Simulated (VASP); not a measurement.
SiB:

```xyz
4
Lattice="3.1985 0.0000 0.0000 -1.5992 2.7699 0.0000 0.0000 0.0000 5.8527" Properties=species:S:1:pos:R:3 pbc="T T T"
Si    0.0000    0.0000    4.1128
Si    0.0000    0.0000    1.7399
B     1.5992    0.9233    5.0336
B     1.5992    0.9233    0.8192
```

The cell was built by a generator and needn't be a form met in nature.

Base run:

| Property | Result |
| --- | --- |
| Program | VASP 6.6.1 |
| Functional | PBE |
| Potentials or basis | VASP PAW PBE potentials, release 64 (Si, B) |
| Cutoff | 520 eV |
| k mesh | 12 × 12 × 6 |
| Occupations | gaussian, width 0.1 eV |
| Spin | no spin polarisation |

Its results: pressure 0.0 GPa; largest force 0.004 eV/Å.

Task: The run is repeated on the same cell with these changes: functional from PBE to PBEsol. What comes out?

Result: Pressure -2.0 GPa; largest force 0.027 eV/Å.

PBEsol binds more tightly than PBE, so the same cell stands under less pressure.

Caveats: the PAW data sets were made with another functional, which shifts forces and pressure a little (some runs).
